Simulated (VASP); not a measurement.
Output of a VASP run:

OSZICAR:
```
       N       E                     dE             d eps       ncg     rms          rms(c)
DAV:   1     0.239165283143E+03    0.23917E+03   -0.16023E+04  1176   0.191E+03
DAV:   2    -0.119642945788E+02   -0.25113E+03   -0.24421E+03  1251   0.425E+02
DAV:   3    -0.406852484474E+02   -0.28721E+02   -0.28556E+02  1746   0.133E+02
DAV:   4    -0.428248816008E+02   -0.21396E+01   -0.21311E+01  2011   0.282E+01
DAV:   5    -0.429234018572E+02   -0.98520E-01   -0.98479E-01  1698   0.469E+00    0.804E+00
DAV:   6    -0.392582911197E+02    0.36651E+01   -0.35035E+00  1648   0.599E+01    0.772E+00
DAV:   7    -0.365472747382E+02    0.27110E+01   -0.14731E+00  1431   0.117E+01    0.402E+00
DAV:   8    -0.374767957897E+02   -0.92952E+00   -0.12289E+00  1326   0.792E+00    0.197E+00
DAV:   9    -0.370797552279E+02    0.39704E+00   -0.29681E-01  1351   0.545E+00    0.153E+00
DAV:  10    -0.372270658400E+02   -0.14731E+00   -0.15746E-01  1246   0.391E+00    0.268E-01
DAV:  11    -0.371832298788E+02    0.43836E-01   -0.19571E-01  1226   0.438E+00    0.252E-01
DAV:  12    -0.371890123622E+02   -0.57825E-02   -0.16452E-02  1436   0.126E+00    0.263E-01
DAV:  13    -0.371902077865E+02   -0.11954E-02   -0.12566E-03  1713   0.284E-01    0.170E-01
DAV:  14    -0.371914503170E+02   -0.12425E-02   -0.34989E-03  1453   0.838E-01    0.192E-01
DAV:  15    -0.371907722034E+02    0.67811E-03   -0.21245E-03  1311   0.576E-01    0.749E-02
DAV:  16    -0.371914167971E+02   -0.64459E-03   -0.13325E-04  1508   0.953E-02    0.533E-02
DAV:  17    -0.371920672960E+02   -0.65050E-03   -0.18164E-04  1301   0.140E-01    0.373E-02
DAV:  18    -0.371922293695E+02   -0.16207E-03   -0.15746E-04  1301   0.123E-01    0.119E-02
DAV:  19    -0.371921973557E+02    0.32014E-04   -0.23663E-05  1434   0.479E-02    0.770E-03
DAV:  20    -0.371922029131E+02   -0.55574E-05   -0.78163E-06  1361   0.315E-02    0.530E-03
DAV:  21    -0.371921995681E+02    0.33450E-05   -0.41724E-06  1615   0.252E-02    0.695E-03
DAV:  22    -0.371922003295E+02   -0.76141E-06   -0.39799E-06  1291   0.216E-02    0.274E-03
DAV:  23    -0.371921956144E+02    0.47151E-05   -0.12369E-06  1640   0.134E-02    0.184E-03
DAV:  24    -0.371921964528E+02   -0.83846E-06   -0.10665E-07   903   0.328E-03    0.186E-03
DAV:  25    -0.371921960977E+02    0.35514E-06   -0.26377E-08   808   0.304E-03    0.962E-04
DAV:  26    -0.371921959433E+02    0.15437E-06   -0.70046E-08   833   0.324E-03    0.470E-04
DAV:  27    -0.371921959271E+02    0.16189E-07   -0.19092E-08   743   0.152E-03
   1 F= -.37192196E+02 E0= -.37192196E+02  d E =0.000000E+00
       N       E                     dE             ncg
       N       E                     dE             ncg
```

### OUTCAR
```
------------------------ aborting loop because EDIFF is reached ----------------------------------------
  FORCE on cell =-STRESS in cart. coord.  units (eV):
  Direction    XX          YY          ZZ          XY          YZ          ZX
  --------------------------------------------------------------------------------------
  Total       -0.0302121     -0.0302121      0.0151416      0.0000000      0.0000000      0.0000000
  in kB       -0.5351892     -0.5351892      0.2682248      0.0000000      0.0000000      0.0000000
  external PRESSURE =      -0.2673845 kB  Pullay stress =       0.0000000 kB
  volume of cell :       90.44
      direct lattice vectors                 reciprocal lattice vectors
     3.940900158  0.000000000  0.000000000     0.253749133  0.146502135  0.000000000
    -1.970450079  3.412919535  0.000000000     0.000000000  0.293004271  0.000000000
     0.000000000  0.000000000  6.724544035     0.000000000  0.000000000  0.148708967
 POSITION                                       TOTAL-FORCE (eV/Angst)
 -----------------------------------------------------------------------------------
      0.00000      0.00000      0.16292         0.000000     -0.000000      0.010766
     -0.00000      2.27528      2.38541         0.000000      0.000000      0.000067
      1.97045      1.13764      4.12657         0.000000     -0.000000      0.006410
     -0.00000      2.27528      4.95273        -0.000000      0.000000     -0.014644
      1.97045      1.13764      1.82139        -0.000000      0.000000     -0.002599
 -----------------------------------------------------------------------------------
    total drift:                                0.000174     -0.000099     -0.006440
  FREE ENERGIE OF THE ION-ELECTRON SYSTEM (eV)
  ---------------------------------------------------
  free  energy   TOTEN  =       -37.1921959271 eV

  energy  without entropy=      -37.1921959271  energy(sigma->0) =      -37.19219593

 total charge

# of ion       s       p       d       tot
------------------------------------------
    1        0.044   5.984   0.000   6.028
    2        2.023   0.027   0.000   2.051
    3        0.491   0.446   9.815  10.752
    4        1.305   2.447   0.000   3.752
    5        1.300   2.517   0.000   3.817
--------------------------------------------------
tot          5.164  11.421   9.815  26.400
```
(Selected blocks of OUTCAR.)

### POSCAR
```
NaLiZnS2
1
    3.9409001579    -0.0000000000     0.0000000000
   -1.9704500790     3.4129195349    -0.0000000000
   -0.0000000000    -0.0000000000     6.7245440351
Na Li Zn S
1 1 1 2
Direct
  0.0000000000   0.0000000000   0.0242280249
  0.3333330000   0.6666670000   0.3547317985
  0.6666670000   0.3333330000   0.6136582864
  0.3333330000   0.6666670000   0.7365150631
  0.6666670000   0.3333330000   0.2708568271
```

Reconstruct the remaining input files.

Several could match; the one computed here: the input of the run itself, r2SCAN meta-GGA, plane waves, VASP's PBE PAW potentials (set 64).

### KPOINTS
```
Automatic mesh
0
Gamma
  7 7 4
```

KPOINTS_OPT:
```
k-points along high-symmetry lines
6
Line-mode
Reciprocal
  0.000000   0.000000   0.000000 ! GAMMA
  0.500000   0.000000   0.000000 ! M

  0.500000   0.000000   0.000000 ! M
  0.333333   0.333333   0.000000 ! K

  0.333333   0.333333   0.000000 ! K
  0.000000   0.000000   0.000000 ! GAMMA

  0.000000   0.000000   0.000000 ! GAMMA
  0.000000   0.000000   0.500000 ! A

  0.000000   0.000000   0.500000 ! A
  0.500000   0.000000   0.500000 ! L

  0.500000   0.000000   0.500000 ! L
  0.333333   0.333333   0.500000 ! H

  0.333333   0.333333   0.500000 ! H
  0.000000   0.000000   0.500000 ! A

  0.500000   0.000000   0.500000 ! L
  0.500000   0.000000   0.000000 ! M

  0.333333   0.333333   0.500000 ! H
  0.333333   0.333333   0.000000 ! K
```

### INCAR
```
SYSTEM = NaLiZnS2
PREC = Accurate
ENCUT = 520
EDIFF = 1E-7
NELM = 100
ALGO = Normal
LREAL = .FALSE.
LASPH = .TRUE.
ISMEAR = -5
METAGGA = R2SCAN
LMIXTAU = .TRUE.
LMAXMIX = 4
LWAVE = .FALSE.
LCHARG = .FALSE.
LORBIT = 11
NEDOS = 601
ISIF = 2
LEFG = .TRUE.
```

POTCAR, in this order: Na_pv Li_sv Zn S (PBE.64 set). Program: vasp_std.

The structure comes from a computed database's NaLiZnS2 entry (P3m1); how it stands against other phases isn't given here. It was relaxed first.
